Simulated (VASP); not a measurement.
Wanted: the native input for a VASP 6.6.1 run.

- Task: single point
- Functional: LDA
- Potentials or basis: VASP PAW LDA potentials, release 64 (Cd, Ag)
- Cutoff: 520 eV
- k mesh: 16 × 16 × 16
- Occupations: gaussian, width 0.15 eV
- Spin: no spin polarisation
- Dipole correction: no
- Further INCAR settings: ALGO = Fast; EDIFF = 1e-06; NBANDS = 18

The structure of CdAg lies in POSCAR:

```
CdAg
1.0
    3.3300000000      0.0000000000      0.0000000000
    0.0000000000      3.3300000000      0.0000000000
    0.0000000000      0.0000000000      3.3300000000
Cd Ag
1 1
Direct
    0.5000000000      0.5000000000      0.5000000000
    0.0000000000      0.0000000000      0.0000000000
```

The input as run:

INCAR

```
  ALGO = Fast
  EDIFF = 1E-6
  ENCUT = 520
  GGA = CA
  ISIF = 2
  ISMEAR = 0
  LASPH = True
  LCHARG = False
  LREAL = False
  LWAVE = False
  NBANDS = 18
  NELM = 100
  PREC = Accurate
  SIGMA = 0.15
```

KPOINTS

```
k-points
0
Gamma
  16 16 16
```

Potentials or basis: VASP PAW LDA potentials, release 64 (Cd, Ag).

Command:

```bash
$ cat potpaw_LDA.64/Cd/POTCAR potpaw_LDA.64/Ag/POTCAR > POTCAR
$ mpirun -np 1 vasp_std > vasp.out
```

It gave:

```
Pressure               : -5.1 GPa
Band gap on the k mesh : none (metal or under the smearing width)
```

It took 46 s on 1 thread of Intel(R) Xeon(R) Platinum 8488C (Sapphire Rapids) (shared host), peak memory 0.22 GiB.
